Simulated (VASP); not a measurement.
Consider the following.

```
CELL_PARAMETERS angstrom
      3.40576     0.00000     0.00000
     -1.70288     2.94948     0.00000
      0.00000     0.00000     5.52085
ATOMIC_POSITIONS crystal
  Al 0.00000 0.00000 0.00000
  Al 0.00000 0.00000 0.50000
  P  0.33333 0.66667 0.25000
  P  0.66667 0.33333 0.75000
```

Method: PBEsol GGA, VASP's PBE PAW potentials (set 64) (plane waves; VASP 6.6.1). Numerical set-up: 500 eV cut-off, 10×10×6 Γ-centred mesh, first-order Methfessel-Paxton smearing of 0.10 eV, potentials Al P.

Task: Predict the energy per atom (σ→0), pressure, band gap (on the k-mesh) with the smallest direct gap where there is one.

Result: 
```yaml
band gap (on the k-mesh): none (metal, semimetal or under 0.01 eV)
energy per atom (σ→0): -5.215 eV/atom
pressure: 20.04 GPa
```

The structure was generated: AlP was put into the NiAs type type (P6_3/mmc), which need not be its known phase. It was relaxed first under an external pressure of 20 GPa.
